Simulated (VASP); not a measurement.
Input of a VASP 6.6.1 run:

Contents of INCAR:

```
SYSTEM = NbAl2N3
  PREC = Accurate
  ENCUT = 520
  EDIFF = 1E-6
  ISMEAR = 0
  SIGMA = 0.1
  LREAL = .False.
  LASPH = .True.
  NELM = 120
  ALGO = Normal
  ISIF = 3
  LWAVE = .False.
  LCHARG = .False.
  GGA = PE
  IBRION = 2
  NSW = 90
  EDIFFG = -0.01
  KPAR = 4
```

KPOINTS

```
regular mesh
0
Gamma
  12 12 4
  0 0 0
```

POSCAR

```
NbAl2N3
1.0
    2.9045269500      0.0000000000      0.0000000000
   -1.4522634700      2.5153941200      0.0000000000
    0.0000000000      0.0000000000      7.5770000000
Al Nb N
2 1 3
Direct
    0.3333333300      0.6666666700      0.6554045100
    0.6666666700      0.3333333300      0.3445954900
    0.0000000000      0.0000000000      0.0000000000
    0.6666666700      0.3333333300      0.8041441200
    0.3333333300      0.6666666700      0.1958558800
    0.0000000000      0.0000000000      0.5000000000
```

Potentials or basis: VASP PAW PBE potentials, release 64 (Al, Nb_sv, N).

Command:

```bash
$ cat potpaw_PBE.64/Al/POTCAR potpaw_PBE.64/Nb_sv/POTCAR potpaw_PBE.64/N/POTCAR > POTCAR
$ mpirun -np 4 vasp_std > vasp.out
```

(1) Estimate the space group after relaxing (to 0.05 Å).

(2) Estimate the relaxed volume.

Results:

(1) P-3m1 (No. 164).

(2) 9.22 Å³/atom.
